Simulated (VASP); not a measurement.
Here is the system:

```
Al
1.0
    0.00000     2.01788     2.01788
    2.01788     0.00000     2.01788
    2.01788     2.01788     0.00000
Al
1
Direct
  0.00000   0.00000   0.00000
```

Method: HSE06 screened hybrid (exact exchange on a k-mesh reduced by 4x4x4), VASP's PBE PAW potentials (set 64) (plane waves; VASP). Run with PREC = Normal, EDIFF = 1E-5, 400 eV cut-off, 16×16×16 Γ-centred mesh, first-order Methfessel-Paxton smearing of 0.10 eV, potentials Al.

Exact exchange is summed on a reduced mesh (NKRED).

**Question.** What does the run give for the energy per atom (σ→0), band gap (on the k-mesh) with the smallest direct gap where there is one?

**Answer.** 
| Property | Value |
|---|---|
| band gap (on the k-mesh) | none (metal, semimetal or under 0.01 eV) |
| energy per atom (σ→0) | -4.150 eV/atom |

Only differences to runs with the same potentials and settings are physical.

The compound is Al in the fcc structure. It was relaxed first. The cell's shape comes from a PBE relaxation.
